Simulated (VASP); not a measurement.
A convergence study with VASP on SiO2 (rutile): a few settings are varied, all else stays as given below, so the limit is that of these other settings.

```yaml
crystal:
  lattice:
    - [4.18000, 0.00000, 0.00000]
    - [0.00000, 4.18000, 0.00000]
    - [0.00000, 0.00000, 2.67000]
  atoms:
    - { symbol: Si, position: [0.00000, 0.00000, 0.00000] }
    - { symbol: Si, position: [0.50000, 0.50000, 0.50000] }
    - { symbol: O, position: [0.30600, 0.30600, 0.00000] }
    - { symbol: O, position: [0.80600, 0.19400, 0.50000] }
    - { symbol: O, position: [0.19400, 0.80600, 0.50000] }
    - { symbol: O, position: [0.69400, 0.69400, 0.00000] }
```

All values below come from PBEsol GGA, VASP's PBE PAW potentials (set 64) (plane waves; VASP). The last row used: 700 eV cut-off, 10×10×15 Γ-centred mesh, second-order Methfessel-Paxton smearing of 0.40 eV, potentials Si O.

Gaps are read on the run's mesh, which can miss a band edge.

| setting | E (eV/atom) | pressure (GPa) | gap on the mesh (eV) | irreducible k-points |
|---|---|---|---|---|
| ISMEAR = -1, SIGMA = 0.01, 3×3×4 mesh | -8.1651 | 3.56 | 5.538 | 9 |
| ISMEAR = -1, SIGMA = 0.1, 3×3×4 mesh | -8.1651 | 3.56 | 5.538 | 9 |
| ISMEAR = 0, SIGMA = 0.01, 3×3×4 mesh | -8.1651 | 3.56 | 5.538 | 9 |
| ISMEAR = 0, SIGMA = 0.2, 3×3×4 mesh | -8.1651 | 3.56 | 5.538 | 9 |
| ISMEAR = 1, SIGMA = 0.05, 3×3×4 mesh | -8.1651 | 3.56 | 5.538 | 9 |
| ISMEAR = 1, SIGMA = 0.2, 3×3×4 mesh | -8.1651 | 3.56 | 5.538 | 9 |
| ISMEAR = 2, SIGMA = 0.05, 3×3×4 mesh | -8.1651 | 3.56 | 5.538 | 9 |
| ISMEAR = 2, SIGMA = 0.2, 3×3×4 mesh | -8.1651 | 3.56 | 5.538 | 9 |
| ISMEAR = -1, SIGMA = 0.01, 6×6×9 mesh | -8.1677 | 3.56 | 5.540 | 50 |
| ISMEAR = -1, SIGMA = 0.2, 6×6×9 mesh | -8.1677 | 3.56 | 5.540 | 50 |
| ISMEAR = 0, SIGMA = 0.01, 6×6×9 mesh | -8.1677 | 3.56 | 5.540 | 50 |
| ISMEAR = 0, SIGMA = 0.4, 6×6×9 mesh | -8.1677 | 3.56 | 5.540 | 50 |
| ISMEAR = 1, SIGMA = 0.05, 6×6×9 mesh | -8.1677 | 3.56 | 5.540 | 50 |
| ISMEAR = 1, SIGMA = 0.4, 6×6×9 mesh | -8.1677 | 3.55 | 5.540 | 50 |
| ISMEAR = 2, SIGMA = 0.05, 6×6×9 mesh | -8.1677 | 3.56 | 5.540 | 50 |
| ISMEAR = 2, SIGMA = 0.4, 6×6×9 mesh | -8.1677 | 3.56 | 5.540 | 50 |
| ISMEAR = -1, SIGMA = 0.05, 10×10×15 mesh | -8.1677 | 3.56 | 5.540 | 168 |
| ISMEAR = -1, SIGMA = 0.2, 10×10×15 mesh | -8.1677 | 3.56 | 5.540 | 168 |
| ISMEAR = 0, SIGMA = 0.1, 10×10×15 mesh | -8.1677 | 3.56 | 5.540 | 168 |
| ISMEAR = 0, SIGMA = 0.4, 10×10×15 mesh | -8.1677 | 3.56 | 5.540 | 168 |
| ISMEAR = 1, SIGMA = 0.1, 10×10×15 mesh | -8.1677 | 3.56 | 5.540 | 168 |
| ISMEAR = 1, SIGMA = 0.4, 10×10×15 mesh | -8.1677 | 3.55 | 5.540 | 168 |
| ISMEAR = 2, SIGMA = 0.1, 10×10×15 mesh | -8.1677 | 3.56 | 5.540 | 168 |
| ISMEAR = 2, SIGMA = 0.4, 10×10×15 mesh | -8.1677 | 3.56 | 5.540 | 168 |

Left out are rungs that failed or repeat a setting and relaxations that didn't move; long series are thinned to 24 rows.

The compound is SiO2 in the rutile structure, stishovite, a high-pressure form. The cell was not relaxed at this level, forces remain on its atoms.
